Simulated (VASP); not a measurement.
```
CELL_PARAMETERS angstrom
      2.95000     0.00000     0.00000
      0.00000     2.95000     0.00000
      0.00000     0.00000     2.95000
ATOMIC_POSITIONS crystal
  Zn 0.50000 0.50000 0.50000
  Cu 0.00000 0.00000 0.00000
```

Method: SCAN meta-GGA, VASP's PBE PAW potentials (set 64) (plane waves; VASP). Settings: 520 eV cut-off, 11×11×11 Γ-centred mesh, first-order Methfessel-Paxton smearing of 0.10 eV, potentials Zn Cu.

Energy and stress use the plane-wave basis of the starting cell.

Question: The ions, cell shape and volume are relaxed. Which structure does the run end with?

Answer: 
```
CELL_PARAMETERS angstrom
      2.91029     0.00000     0.00000
      0.00000     2.91029     0.00000
      0.00000     0.00000     2.91029
ATOMIC_POSITIONS crystal
  Zn 0.50000 0.50000 0.50000
  Cu 0.00000 0.00000 0.00000
```
Space group Pm-3m (221), at a tolerance of 0.03 Å.

Question: How do energy and volume change from the first to the last step?

Answer: The energy (σ→0) changes by -9.6 meV/atom and the volume by -4.0 %, in 3 ionic steps.

```csv
step,E(σ→0) (eV),max force (eV/Å),pressure (GPa),volume (Å³)
1,-28.8173,0.000,-6.41,25.67
2,-28.8268,0.000,3.46,23.81
3,-28.8364,0.000,-0.10,24.65
```

The compound is CuZn in the CsCl type structure. This run relaxes it. Symmetry was kept, so distortions that lower it aren't found. The electron count is odd and the run is not spin-polarised, which forces a metal.
